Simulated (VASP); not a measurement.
Consider the following.

```
CELL_PARAMETERS angstrom
      0.00000     1.89160     1.89160
      1.89160     0.00000     1.89160
      1.89160     1.89160     0.00000
ATOMIC_POSITIONS crystal
  Ir 0.00000 0.00000 0.00000
```

Level of theory: MS2 meta-GGA, VASP's PBE PAW potentials (set 64) (plane waves; VASP). Run with 520 eV cut-off, 16×16×16 Γ-centred mesh, first-order Methfessel-Paxton smearing of 0.10 eV, potentials Ir.

Give the stress tensor in GPa (positive for a compressed cell).

```
13.64   0.00   0.00
 0.00  13.64   0.00
 0.00   0.00  13.64
```
The pressure is its mean diagonal, 13.64 GPa.

The compound is Ir in the fcc structure. This cell is one point of a volume scan, at 0.97 of the reference volume.
